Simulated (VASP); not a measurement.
A run of VASP 6.6.1 is set up as follows.

Contents of INCAR:

```
SYSTEM = Hf2Pd2Se2Br2O3
PREC = Accurate ; ENCUT = 520
EDIFF = 1E-8 ; ISMEAR = 0
SIGMA = 0.02 ; LREAL = .False.
LASPH = .True. ; NELM = 60
ALGO = Fast ; ISIF = 2
LWAVE = .False. ; LCHARG = .False.
GGA = PE ; LEPSILON = .True.
KPAR = 4
```

Contents of KPOINTS:

```
Automatic mesh
0
Gamma
  5 5 4
  0 0 0
```

File POSCAR:

```
Hf2Pd2Se2Br2O3
1.0
    5.7606900000      0.0049600000     -0.0028600000
   -0.5275000000      5.8466400000      0.0341300000
   -1.4843500000     -0.9264200000      6.6458600000
Hf Pd Se Br O
2 2 2 2 3
Direct
    0.7454000000      0.3960200000      0.3498900000
    0.2876300000      0.4532200000      0.5940100000
    0.9085400000      0.1329400000      0.8484900000
    0.2524900000      0.9032300000      0.3587400000
    0.6346900000      0.4035500000      0.9371600000
    0.6259700000      0.7817400000      0.5302300000
    0.8527300000      0.9908900000      0.1535500000
    0.2252600000      0.8208400000      0.8622300000
    0.9604000000      0.2892500000      0.5902600000
    0.4323300000      0.2452400000      0.4086400000
    0.0745700000      0.5830800000      0.3668200000
```

Potentials or basis: VASP PAW PBE potentials, release 64 (Hf_pv, Pd, Se, Br, O).

Run with:

```bash
$ cat potpaw_PBE.64/Hf_pv/POTCAR potpaw_PBE.64/Pd/POTCAR potpaw_PBE.64/Se/POTCAR potpaw_PBE.64/Br/POTCAR potpaw_PBE.64/O/POTCAR > POTCAR
$ mpirun -np 4 vasp_std > vasp.out
```

(1) Estimate the electronic dielectric tensor (diagonal).

(2) What does it give for the Born charges (mean of the diagonal)?

(3) What does it give for the band gap on the k mesh?

Results:

(1) 12.32, 14.58, 10.80.

(2) Hf +5.49, +5.99; Pd +0.83, +1.09; Se -1.68, -1.46; Br -0.14, -1.73; O -3.01, -2.60, -2.76 e.

(3) 0.20 eV, indirect (least direct gap 0.46 eV).

Caveat: the gap is small at this level, which inflates the dielectric constant; spin-orbit coupling is left out, which moves the levels of the heavy elements; an odd mesh through Γ misses points on the zone boundary, where band edges often lie.
